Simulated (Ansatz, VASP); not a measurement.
**Cross-check of LiMgBr3 between VASP and Ansatz**

One calculation is typed for both programs; each brings its own data sets. How far apart do they land? The cell is generated by rule, not measured, and may not be a known phase. The cell is taken from a series of runs on this material, whose earlier steps may have relaxed, scaled, displaced or heated it; both programs get it as it stands.

Program: Ansatz 0.2.0. Level of theory: plane waves, with VASP 6.6.1 beside it; relaxation of cell and atoms at PBEsol. Results are calculated unless marked as measured.

### Step 1. Starting point

The structure is cubic, space group Pm-3m (No. 221). The conventional cell has a = 5.212 Å, b = 5.212 Å, c = 5.212 Å, α = 90.00°, β = 90.00°, γ = 90.00°. Nearest to Li lie 12 Br at 3.69 Å. Nearest to Mg lie 6 Br at 2.61 Å. Nearest to Br lie 2 Mg at 2.61 Å. Farther neighbours and most contacts between anions are not listed.

Structure file:

```xyz
5
Lattice="5.2123 0.0000 0.0000 0.0000 5.2123 0.0000 0.0000 0.0000 5.2123" Properties=species:S:1:pos:R:3 pbc="T T T"
Li    0.0000    0.0000    0.0000
Mg    2.6062    2.6062    2.6062
Br    2.6062    2.6062    0.0000
Br    2.6062    0.0000    2.6062
Br    0.0000    2.6062    2.6062
```

### Step 2. VASP: relaxation of cell and atoms, PBEsol, pair 1

The relaxed volume is the usual yardstick between codes: in a stiff, nearly cubic crystal its relative difference is about their pressure difference at one cell divided by the bulk modulus.

Lines of VASP's logs that name or quote its potential files are left out, and so is its time.

Input file INCAR:

```
SYSTEM = LiMgBr3
PREC = Accurate
ENCUT = 750
EDIFF = 1E-07
NELM = 120
ISMEAR = 0
SIGMA = 0.01
LREAL = .FALSE.
ALGO = Normal
GGA = PS
NBANDS = 19
LORBIT = 11
LWAVE = .FALSE.
LCHARG = .FALSE.
ISIF = 3
IBRION = 2
NSW = 80
EDIFFG = -0.005
LASPH = .TRUE.
GGA_COMPAT = .FALSE.
NELMIN = 4
EFERMI = MIDGAP
KPAR = 2
```

Input file POSCAR:

```
LiMgBr3
1.0
    5.2123360000      0.0000000000      0.0000000000
    0.0000000000      5.2123360000      0.0000000000
    0.0000000000      0.0000000000      5.2123360000
Li Mg Br
1 1 3
Direct
    0.0000000000      0.0000000000      0.0000000000
    0.5000000000      0.5000000000      0.5000000000
    0.5000000000      0.5000000000      0.0000000000
    0.5000000000      0.0000000000      0.5000000000
    0.0000000000      0.5000000000      0.5000000000
```

Input file KPOINTS:

```
Automatic mesh
0
Gamma
4 4 4
0 0 0
```

PAW data sets: Li_sv, Mg and Br (PBE family, release 64).

On the command line:

```sh
$ mpirun -np 2 vasp_std
```

Numbers of over 12 decimals in the logs are rounded to 6 here.

The log of the run:

```text
[banner, memory and clock lines left out]
running    2 mpi-ranks, on    1 nodes
 distrk:  each k-point on    1 cores,    2 groups
 distr:  one band on    1 cores,    1 groups

 POSCAR found type information on POSCAR LiMgBr
 POSCAR found :  3 types and       5 ions
|                                                                             |
|               ----> ADVICE to this user running VASP <----                  |
|                                                                             |
|     You enforced a specific xc type in the INCAR file but a different       |
|     [... a line on the potential file left out ...]
|     I HOPE YOU KNOW WHAT YOU ARE DOING!                                     |
|                                                                             |

 LDA part: xc-table for (Slater+PW92), standard interpolation
 POSCAR, INCAR and KPOINTS ok, starting setup
 FFT: planning ... GRIDC
 FFT: planning ... GRID_SOFT
 FFT: planning ... GRID
 WAVECAR not read
 entering main loop
       N       E                     dE             d eps       ncg     rms          rms(c)
DAV:   1     0.179640560043E+03    0.17964E+03   -0.11945E+04   380   0.152E+03
DAV:   2     0.235499771277E+01   -0.17729E+03   -0.17284E+03   517   0.231E+02
DAV:   3    -0.151035532470E+02   -0.17459E+02   -0.17405E+02   447   0.763E+01
DAV:   4    -0.159582388301E+02   -0.85469E+00   -0.85262E+00   727   0.144E+01
DAV:   5    -0.159650975220E+02   -0.68587E-02   -0.68583E-02   459   0.133E+00    0.429E+00
DAV:   6    -0.155358844565E+02    0.42921E+00   -0.59240E-01   491   0.328E+00    0.252E+00
DAV:   7    -0.154462846417E+02    0.89600E-01   -0.30430E-01   553   0.244E+00    0.100E+00
DAV:   8    -0.154453151257E+02    0.96952E-03   -0.23641E-02   534   0.960E-01    0.204E-01
DAV:   9    -0.154453925112E+02   -0.77386E-04   -0.89822E-04   529   0.171E-01    0.778E-02
DAV:  10    -0.154455529024E+02   -0.16039E-03   -0.58468E-04   400   0.152E-01    0.186E-02
DAV:  11    -0.154455561189E+02   -0.32165E-05   -0.27093E-05   619   0.284E-02    0.118E-02
DAV:  12    -0.154455553878E+02    0.73116E-06   -0.83610E-06   464   0.147E-02    0.932E-04
DAV:  13    -0.154455554005E+02   -0.12712E-07   -0.20539E-07   538   0.265E-03
   1 F= -.15445555E+02 E0= -.15445555E+02  d E =-.154456E+02
 curvature:   0.00 expect dE= 0.000E+00 dE for cont linesearch  0.000E+00
 trial: gam= 0.00000 g(F)=  0.000E+00 g(S)=  0.353E-04 ort = 0.000E+00 (trialstep = 0.100E+01)
 search vector abs. value=  0.353E-04
 bond charge predicted
       N       E                     dE             d eps       ncg     rms          rms(c)
DAV:   1    -0.154457090972E+02   -0.15371E-03   -0.23295E-03   404   0.253E-01    0.575E-02
DAV:   2    -0.154455968705E+02    0.11223E-03   -0.21785E-04   555   0.746E-02    0.225E-02
DAV:   3    -0.154455783278E+02    0.18543E-04   -0.67677E-05   412   0.376E-02    0.115E-02
DAV:   4    -0.154455788206E+02   -0.49274E-06   -0.14042E-06   553   0.735E-03    0.345E-03
DAV:   5    -0.154455790617E+02   -0.24110E-06   -0.22178E-07   517   0.261E-03    0.853E-04
DAV:   6    -0.154455790094E+02    0.52237E-07   -0.49575E-09   220   0.500E-04
   2 F= -.15445579E+02 E0= -.15445579E+02  d E =-.236090E-04
 trial-energy change:   -0.000024  1 .order   -0.000023   -0.000035   -0.000010
 step:   1.2926(harm=  1.3845)  dis= 0.00000  next Energy=   -15.445580 (dE=-0.251E-04)
 reached required accuracy - stopping structural energy minimisation
```

From OUTCAR (step 2):

```text
ion  position               nearest neighbor table
   1  0.000  0.000  0.000-
   2  0.500  0.500  0.500-   3 2.61   4 2.61   5 2.61   3 2.61   4 2.61   5 2.61
   3  0.500  0.500  0.000-   2 2.61   2 2.61
   4  0.500  0.000  0.500-   2 2.61   2 2.61
   5  0.000  0.500  0.500-   2 2.61   2 2.61

  LATTYP: Found a simple cubic cell.
 ALAT       =     5.2123360000

 Subroutine GETGRP returns: Found 48 space group operations
 (whereof 48 operations were pure point group operations)

The static configuration has the point symmetry O_h .

 Found     10 irreducible k-points:

   k-points           NKPTS =     10   k-points in BZ     NKDIM =     10   number of bands    NBANDS=     19

   dimension x,y,z NGX =    48 NGY =   48 NGZ =   48
   dimension x,y,z NGXF=    96 NGYF=   96 NGZF=   96

   ENCUT  =  750.0 eV  55.12 Ry    7.42 a.u.  11.64 11.64 11.64*2*pi/ulx,y,z

   NELECT =      26.0000    total number of electrons

 k-points in reciprocal lattice and weights: Automatic mesh
   0.00000000  0.00000000  0.00000000       0.016
   0.25000000  0.00000000  0.00000000       0.094
   0.50000000  0.00000000  0.00000000       0.047
   0.25000000  0.25000000  0.00000000       0.188
   0.50000000  0.25000000  0.00000000       0.188
   0.50000000  0.50000000  0.00000000       0.047
   0.25000000  0.25000000  0.25000000       0.125
   0.50000000  0.25000000  0.25000000       0.188
   0.50000000  0.50000000  0.25000000       0.094
   0.50000000  0.50000000  0.50000000       0.016

 average (electrostatic) potential at core
       1 -65.8440       2 -40.3145       3 -64.0578       4 -64.0578       5 -64.0578

 E-fermi :   1.5051

 k-point     1 :       0.0000    0.0000    0.0000
  band No.  band energies     occupation
    ...
      9      -0.8167      2.00000
     10      -0.8167      2.00000
     11      -0.5172      2.00000
     12      -0.5172      2.00000
     13      -0.5172      2.00000
     14       2.9373      0.00000
     15       3.0492      0.00000
     16       6.9328      0.00000
     17       6.9328      0.00000
     18       6.9330      0.00000
    ...

 k-point     2 :       0.2500    0.0000    0.0000
  band No.  band energies     occupation
    ...
      9      -1.0437      2.00000
     10      -1.0437      2.00000
     11      -0.9459      2.00000
     12      -0.5985      2.00000
     13      -0.5985      2.00000
     14       3.5990      0.00000
     15       4.0239      0.00000
     16       6.1868      0.00000
     17       6.9047      0.00000
     18       6.9047      0.00000
    ...

 k-point     3 :       0.5000    0.0000    0.0000
  band No.  band energies     occupation
    ...
      9      -1.3709      2.00000
     10      -1.3709      2.00000
     11      -1.0664      2.00000
     12      -0.6046      2.00000
     13      -0.6046      2.00000
     14       4.8115      0.00000
     15       4.9833      0.00000
     16       5.3077      0.00000
     17       6.7153      0.00000
     18       6.7153      0.00000
    ...

  Total       -0.0097038     -0.0097038     -0.0097038      0.0000000     -0.0000000      0.0000000
  in kB       -0.1098991     -0.1098991     -0.1098991      0.0000000     -0.0000000      0.0000000
  external PRESSURE =      -0.1098991 kB  Pullay stress =       0.0000000 kB

  energy-cutoff  :      750.00
  volume of cell :      141.47
      direct lattice vectors                 reciprocal lattice vectors
     5.210578796  0.000000000  0.000000000     0.191917259 -0.000000000  0.000000000
     0.000000000  5.210578796  0.000000000    -0.000000000  0.191917259  0.000000000
    -0.000000000 -0.000000000  5.210578796    -0.000000000 -0.000000000  0.191917259

 POSITION                                       TOTAL-FORCE (eV/Angst)
 -----------------------------------------------------------------------------------
      0.00000      0.00000      0.00000         0.000000      0.000000      0.000000
      2.60529      2.60529      2.60529         0.000000      0.000000      0.000000
      2.60529      2.60529      0.00000         0.000000      0.000000      0.000000
      2.60529      0.00000      2.60529         0.000000     -0.000000      0.000000
      0.00000      2.60529      2.60529        -0.000000     -0.000000      0.000000
 -----------------------------------------------------------------------------------
    total drift:                                0.000000     -0.000000     -0.000000

  FREE ENERGIE OF THE ION-ELECTRON SYSTEM (eV)
  ---------------------------------------------------
  free  energy   TOTEN  =       -15.4455790094 eV

  energy  without entropy=      -15.4455790094  energy(sigma->0) =      -15.44557901

 reached required accuracy - stopping structural energy minimisation

 total charge
# of ion       s       p       d       tot
------------------------------------------
    1        1.987   0.006   0.000   1.993
    2        0.135   0.126   0.042   0.303
    3        1.597   3.291   0.007   4.895
    4        1.597   3.291   0.007   4.895
    5        1.597   3.291   0.007   4.895
--------------------------------------------------
tot          6.912  10.006   0.063  16.981

[... 3 further parts left out ...]
```

CONTCAR:

```
LiMgBr3
   1.00000000000000
     5.2105787962882495    0.0000000000000000    0.0000000000000000
     0.0000000000000000    5.2105787962882495    0.0000000000000000
    -0.0000000000000000   -0.0000000000000000    5.2105787962882495
  Li              Mg              Br
     1     1     3
Direct
     0.0000000000000000    0.0000000000000000    0.0000000000000000
     0.5000000000000000    0.5000000000000000    0.5000000000000000
     0.5000000000000000    0.5000000000000000    0.0000000000000000
     0.5000000000000000    0.0000000000000000    0.5000000000000000
     0.0000000000000000    0.5000000000000000    0.5000000000000000
```

(Part 1 of 3 ends here.)

[Lines on the potential files, build, host, timing and source positions are cut from VASP's logs without a mark.]

[Logs are printed without paths, hosts, clocks, repeated set-up lines and the standing remarks that a program may print on its own settings, such as how far it seeks lower states.]

[Hosts, paths, dates, database ids (printed as entryN), source tags and the programs' standing remarks are cut or masked in the printed files.]
